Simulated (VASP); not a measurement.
Method: PBE GGA with D3 dispersion (Becke-Johnson damping), VASP's PBE PAW potentials (set 64) (plane waves; VASP).

Input for VASP

**INCAR**
```
# general
SYSTEM   =  SrTe
PREC     =  Accurate
ENCUT    =  400
LREAL    =  .FALSE.
LASPH    =  .TRUE.

# electronic loop
EDIFF    =  1E-6
NELM     =  100
ALGO     =  Normal
LMAXMIX  =  4

# smearing
ISMEAR   =  0
SIGMA    =  0.05

# functional
GGA      =  PE
IVDW     =  12

# ions
IBRION   =  2
NSW      =  60
ISIF     =  3
EDIFFG   =  -0.01

# output
LWAVE    =  .FALSE.
LCHARG   =  .FALSE.
```

KPOINTS:
```
kpoints
0
Gamma
  7 7 7
```

### POSCAR
```
SrTe
1
    0.0000000000     3.2350000000     3.2350000000
    3.2350000000     0.0000000000     3.2350000000
    3.2350000000     3.2350000000     0.0000000000
Sr Te
1 1
Direct
  0.0000000000   0.0000000000   0.0000000000
  0.5000000000   0.5000000000   0.5000000000
```

POTCAR, in this order: Sr_sv Te (PBE.64 set). Program: vasp_std.

Energy and stress use the plane-wave basis of the starting cell.

Question: Estimate the energy per atom (σ→0), dispersion energy, volume per atom.

Answer: 
| Quantity | Value |
|---|---|
| energy per atom (σ→0) | -4.469 eV/atom |
| dispersion energy | -0.689 eV |
| volume per atom | 36.31 Å³/atom |

**OSZICAR**
```
...
DAV:   2    -0.825528263164E+01    0.16568E-01   -0.45469E-02   616   0.175E+00    0.572E-01
DAV:   3    -0.824858182140E+01    0.67008E-02   -0.15260E-02   808   0.816E-01    0.395E-01
DAV:   4    -0.824874297478E+01   -0.16115E-03   -0.10600E-03   896   0.200E-01    0.212E-01
DAV:   5    -0.824894626418E+01   -0.20329E-03   -0.10895E-03   804   0.173E-01    0.256E-02
DAV:   6    -0.824894361353E+01    0.26506E-05   -0.16721E-05   556   0.308E-02    0.179E-02
DAV:   7    -0.824894182174E+01    0.17918E-05   -0.43302E-06   744   0.111E-02    0.418E-03
DAV:   8    -0.824894180295E+01    0.18793E-07   -0.14469E-07   328   0.342E-03
   3 F= -.89380891E+01 E0= -.89380891E+01  d E =-.419247E-01
```

The structure comes from a measured SrTe entry (Fm-3m) of the Crystallography Open Database, whose conditions weren't checked. This run relaxes it. Symmetry was kept, so distortions that lower it aren't found.
